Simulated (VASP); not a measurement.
# ZrAl3B3N (P4/mmm) in VASP: notebook, part 2 of 2

VASP 6.6.1.

### 3 Relaxation of cell and atoms, PBE

This run uses another cell than the first one, of 11.61 Å³/atom, 0.860 times its volume.

INCAR

```
PREC = Normal ; ENCUT = 520
EDIFF = 1E-4 ; ISMEAR = 0
SIGMA = 0.15 ; LREAL = F
LASPH = T ; NELM = 60
ALGO = Fast ; ISIF = 3
LWAVE = F ; LCHARG = F
GGA = PE ; IBRION = 2
NSW = 24 ; EDIFFG = -0.08
```

KPOINTS

```
Automatic mesh
0
Gamma
  4 4 2
```

POSCAR

```
ZrAl3B3N
1.0
    3.2000000000      0.0000000000      0.0000000000
    0.0000000000      3.2000000000      0.0000000000
    0.0000000000      0.0000000000      9.0700000000
Zr Al B N
1 3 3 1
Direct
    0.0000000000      0.0000000000      0.0000000000
    0.0000000000      0.0000000000      0.5000000000
    0.5000000000      0.5000000000      0.2500000000
    0.5000000000      0.5000000000      0.7500000000
    0.5000000000      0.5000000000      0.5000000000
    0.0000000000      0.0000000000      0.2500000000
    0.0000000000      0.0000000000      0.7500000000
    0.5000000000      0.5000000000      0.0000000000
```

Potentials or basis: VASP PAW PBE potentials, release 64 (Zr_sv, Al, B, N).

Started as:

```
$ cat potpaw_PBE.64/Zr_sv/POTCAR potpaw_PBE.64/Al/POTCAR potpaw_PBE.64/B/POTCAR potpaw_PBE.64/N/POTCAR > POTCAR
$ mpirun -np 1 vasp_std > vasp.out
```

OUTCAR:

```text
PREC = Normal
   ENCUT = 520
   EDIFF = 1E-4
   ISMEAR = 0
   LREAL = F
   LASPH = T
   NELM = 60
   ISIF = 3
   GGA = PE
   IBRION = 2
   NSW = 24
   EDIFFG = -0.08

 ion  position               nearest neighbor table
   1  0.000  0.000  0.000-   8 2.26   8 2.26   8 2.26   8 2.26   6 2.27   7 2.27   4 3.20   4 3.20
                             3 3.20   4 3.20   3 3.20   3 3.20   4 3.20   3 3.20
   2  0.000  0.000  0.500-   5 2.26   5 2.26   5 2.26   5 2.26   7 2.27   6 2.27   4 3.20   4 3.20
                             3 3.20   4 3.20   3 3.20   3 3.20   4 3.20   3 3.20
   3  0.500  0.500  0.250-   6 2.26   6 2.26   6 2.26   6 2.26   8 2.27   5 2.27   2 3.20   2 3.20
                             1 3.20   2 3.20   1 3.20   1 3.20   2 3.20   1 3.20
   4  0.500  0.500  0.750-   7 2.26   7 2.26   7 2.26   7 2.26   8 2.27   5 2.27   2 3.20   2 3.20
                             1 3.20   2 3.20   1 3.20   1 3.20   2 3.20   1 3.20
   5  0.500  0.500  0.500-   2 2.26   2 2.26   2 2.26   2 2.26   4 2.27   3 2.27
   6  0.000  0.000  0.250-   3 2.26   3 2.26   3 2.26   3 2.26   1 2.27   2 2.27
   7  0.000  0.000  0.750-   4 2.26   4 2.26   4 2.26   4 2.26   1 2.27   2 2.27
   8  0.500  0.500  0.000-   1 2.26   1 2.26   1 2.26   1 2.26   4 2.27   3 2.27

  LATTYP: Found a simple tetragonal cell.
 ALAT       =     3.2000000000
 C/A-ratio  =     2.8343750000

  Lattice vectors:

 A1 = (   3.2000000000,   0.0000000000,   0.0000000000)
 A2 = (   0.0000000000,   3.2000000000,   0.0000000000)
 A3 = (   0.0000000000,   0.0000000000,   9.0700000000)

Analysis of symmetry for initial positions (statically):
=====================================================================
 Subroutine PRICEL returns:
 Original cell was already a primitive cell.

 Routine SETGRP: Setting up the symmetry group for a
 simple tetragonal supercell.

 Subroutine GETGRP returns: Found 16 space group operations
 (whereof 16 operations were pure point group operations)
 out of a pool of 16 trial point group operations.

The static configuration has the point symmetry D_4h.

Analysis of symmetry for dynamics (positions and initial velocities):
=====================================================================
 Subroutine PRICEL returns:
 Original cell was already a primitive cell.

 Routine SETGRP: Setting up the symmetry group for a
 simple tetragonal supercell.

 Subroutine GETGRP returns: Found 16 space group operations
 (whereof 16 operations were pure point group operations)
 out of a pool of 16 trial point group operations.

The dynamic configuration has the point symmetry D_4h.

 Subroutine INISYM returns: Found 16 space group operations
 (whereof 16 operations are pure point group operations),
 and found     1 'primitive' translations

----------------------------------------------------------------------------------------

                                     Primitive cell

  volume of cell :      92.8768

  direct lattice vectors                    reciprocal lattice vectors
     3.200000000  0.000000000  0.000000000     0.312500000  0.000000000  0.000000000
     0.000000000  3.200000000  0.000000000     0.000000000  0.312500000  0.000000000
     0.000000000  0.000000000  9.070000000     0.000000000  0.000000000  0.110253583

  length of vectors
     3.200000000  3.200000000  9.070000000     0.312500000  0.312500000  0.110253583

  position of ions in fractional coordinates (direct lattice)
     0.000000000  0.000000000  0.000000000
     0.000000000  0.000000000  0.500000000
[... 40 lines left out ...]
 ===========================================

 Found     12 irreducible k-points:

 Following reciprocal coordinates:
            Coordinates               Weight
  0.000000  0.000000  0.000000      1.000000
  0.250000  0.000000  0.000000      4.000000
  0.500000  0.000000  0.000000      2.000000
  0.250000  0.250000  0.000000      4.000000
  0.500000  0.250000  0.000000      4.000000
  0.500000  0.500000  0.000000      1.000000
  0.000000  0.000000  0.500000      1.000000
  0.250000  0.000000  0.500000      4.000000
  0.500000  0.000000  0.500000      2.000000
  0.250000  0.250000  0.500000      4.000000
  0.500000  0.250000  0.500000      4.000000
  0.500000  0.500000  0.500000      1.000000
   k-points           NKPTS =     12   k-points in BZ     NKDIM =     12   number of bands    NBANDS=     22
   number of dos      NEDOS =    301   number of ions     NIONS =      8
   total plane-waves  NPLWV =  17496
   dimension x,y,z NGX =    18 NGY =   18 NGZ =   54
   dimension x,y,z NGXF=    36 NGYF=   36 NGZF=  108
   ions per type =               1   3   3   1
   NGX,Y,Z   is equivalent  to a cutoff of   9.35,  9.35,  9.90 a.u.
   NGXF,Y,Z  is equivalent  to a cutoff of  18.70, 18.70, 19.80 a.u.
 SYSTEM =  unknown system
   PREC   = normal    normal or accurate (medium, high low for compatibility)
   ISTART =      0    job   : 0-new  1-cont  2-samecut
   ICHARG =      2    charge: 1-file 2-atom 10-const
   ISPIN  =      1    spin polarized calculation?
   LNONCOLLINEAR =      F non collinear calculations
   LSORBIT =      F    spin-orbit coupling
   LASPH  =      T    aspherical Exc in radial PAW
   ENCUT  =  520.0 eV  38.22 Ry    6.18 a.u.   5.95  5.95 16.86*2*pi/ulx,y,z
   NELM   =     60;   NELMIN=  2; NELMDL= -5     # of ELM steps
   EDIFF  = 0.1E-03   stopping-criterion for ELM
   LREAL  =      F    real-space projection
   EDIFFG = -.8E-01   stopping-criterion for IOM
   NSW    =     24    number of steps for IOM
   IBRION =      2    ionic relax: 0-MD 1-quasi-New 2-CG
   NFREE  =      1    steps in history (QN), initial steepest desc. (CG)
   ISIF   =      3    stress and relaxation
   ISYM   =      2    0-nonsym 1-usesym 2-fastsym
   POTIM  = 0.5000    time-step for ionic-motion
   TEBEG  =    0.0;   TEEND  =   0.0 temperature during run
   PSTRESS=    0.0 pullay stress
   NELECT =      35.0000    total number of electrons
   NUPDOWN=      -1.0000    fix difference up-down
   EMIN   =  10.00;   EMAX   =-10.00  energy-range for DOS
   EFERMI =   0.00;   METHOD = LEGACY
   ISMEAR =     0;   SIGMA  =   0.15  broadening in eV -4-tet -1-fermi 0-gaus
   EFERMI_NEDOS =   21; number of points for ismear=-14 and -15
   IALGO  =     68    algorithm
   IMIX   =      4    mixing-type and parameters
     AMIX     =   0.40;   BMIX     =  1.00
     AMIX_MAG =   1.60;   BMIX_MAG =  1.00
  volume/ion in A,a.u.               =      11.61        78.35
  Fermi-wavevector in a.u.,A,eV,Ry     =   1.182484  2.234570 19.024581  1.398267
  Thomas-Fermi vector in A             =   2.318737
   LORBIT       =      0    0 simple, 1 ext, 2 COOP (PROOUT), +10 PAW based schemes
   GGA     = PE    functional components
   LHFCALC =     F    Hartree Fock is set to
   AEXX    =    0.0000 exact exchange contribution
   IVDW    =     0    specifies the selected vdW correction
   LEPSILON=     F    determine dielectric tensor
   LRPA    =     F    only Hartree local field effects (RPA)
 conjugate gradient relaxation of ions
 non-spin polarized calculation
 RMM-DIIS sequential band-by-band and
 Gauss-broadening in eV      SIGMA  =   0.15
  energy-cutoff  :      520.00
  volume of cell :       92.88
 maximum number of plane-waves:      2536
   NGX = 11   NGY = 11   NGZ = 33

--------------------------------------- Ionic step        1  -------------------------------------------

 number of electron      34.9999998 magnetization

 Free energy of the ion-electron system (eV)
  ---------------------------------------------------
  ext. energy  EPLUGINS =         0.00000000
  ---------------------------------------------------
  free energy    TOTEN  =       -47.74994715 eV

  energy without entropy =      -47.71863325  energy(sigma->0) =      -47.73429020

------------------------ aborting loop because EDIFF is reached ----------------------------------------

  FORCE on cell =-STRESS in cart. coord.  units (eV):
  Direction    XX          YY          ZZ          XY          YZ          ZX
  --------------------------------------------------------------------------------------
  -------------------------------------------------------------------------------------
  Total        0.1963233      0.1963233      5.4555340      0.0000000     -0.0000000     -0.0000000
  in kB        3.3866887      3.3866887     94.1110463      0.0000000     -0.0000000     -0.0000000
  external PRESSURE =      33.6281412 kB  Pullay stress =       0.0000000 kB
[... 197 lines left out ...]
--------------------------------------- Ionic step        6  -------------------------------------------

 number of electron      35.0000012 magnetization

 Free energy of the ion-electron system (eV)
  ---------------------------------------------------
  ext. energy  EPLUGINS =         0.00000000
  ---------------------------------------------------
  free energy    TOTEN  =       -47.93789314 eV

  energy without entropy =      -47.91271582  energy(sigma->0) =      -47.92530448

 E-fermi :   7.9498     XC(G=0): -11.1995

 val. band max:        7.8259986072   @ k =   0.0000   0.0000   0.0000
 cond. band min:       7.9541079795   @ k =   0.5000   0.0000   0.0000
 fundamental gap:      0.1281093723
 Fermi energy:         7.9497799900

 k-point     1 :       0.0000    0.0000    0.0000
  band No.  band energies     occupation
      1     -41.2103      2.00000
      2     -19.2994      2.00000
      3     -19.0450      2.00000
      4     -19.0450      2.00000
      5      -7.2918      2.00000
      6      -3.4411      2.00000
[... 324 lines left out ...]
  FREE ENERGIE OF THE ION-ELECTRON SYSTEM (eV)
  ---------------------------------------------------
  free  energy   TOTEN  =       -47.9378931416 eV

  energy  without entropy=      -47.9127158226  energy(sigma->0) =      -47.92530448

 reached required accuracy - stopping structural energy minimisation
```

It took 35 s on 1 thread of Intel Xeon Platinum 8488C (Sapphire Rapids), shared host; peak memory 0.16 GiB.

Results:

```
Free energy                            : -47.9379 eV
Relaxed volume                         : 11.87 Å³/atom
Relaxed cell                           : a = 3.186 Å, b = 3.186 Å, c = 9.355 Å, α = 90.00°, β = 90.00°, γ = 90.00°
Space group after relaxing (to 0.05 Å) : P4/mmm (No. 123)
Energy gained by relaxing              : 23.5 meV/atom
Ionic steps                            : 6
Pressure after relaxing                : 0.2 GPa
Largest force after relaxing           : 0.016 eV/Å
Band gap on the k mesh                 : none (metal or under the smearing width)
```

Forces on the atoms (eV/Å):
```
Zr   0.000  0.000  0.000
Al   0.000  0.000  0.000
Al   0.000  0.000  0.007
Al   0.000  0.000 -0.007
B    0.000  0.000  0.000
B    0.000  0.000  0.016
B    0.000  0.000 -0.016
N    0.000  0.000  0.000
```

Step by step:
```tsv
step	energy change (eV)	largest force (eV/Å)	pressure (GPa)	volume (Å³)
1	0.0000	1.3607	3.36	92.88
2	-0.1792	0.0793	-1.84	96.16
3	-0.1796	0.0917	-1.90	96.10
4	-0.1796	0.1144	-1.82	96.04
5	-0.1852	0.0386	1.11	94.40
6	-0.1879	0.0162	0.19	94.98
```

Final structure:
```yaml
crystal:
  lattice:
    - [3.18639, 0.00000, 0.00000]
    - [0.00000, 3.18639, 0.00000]
    - [0.00000, 0.00000, 9.35454]
  atoms:
    - { symbol: Zr, position: [0.00000, 0.00000, 0.00000] }
    - { symbol: Al, position: [0.00000, 0.00000, 0.50000] }
    - { symbol: Al, position: [0.50000, 0.50000, 0.24697] }
    - { symbol: Al, position: [0.50000, 0.50000, 0.75303] }
    - { symbol: B, position: [0.50000, 0.50000, 0.50000] }
    - { symbol: B, position: [0.00000, 0.00000, 0.25768] }
    - { symbol: B, position: [0.00000, 0.00000, 0.74232] }
    - { symbol: N, position: [0.50000, 0.50000, 0.00000] }
```

Caveat: the k mesh is coarse (spacing up to 0.49 Å⁻¹), so the values aren't converged; the relaxation stopped at a loose force limit of 0.08 eV/Å, so its end isn't a converged minimum.
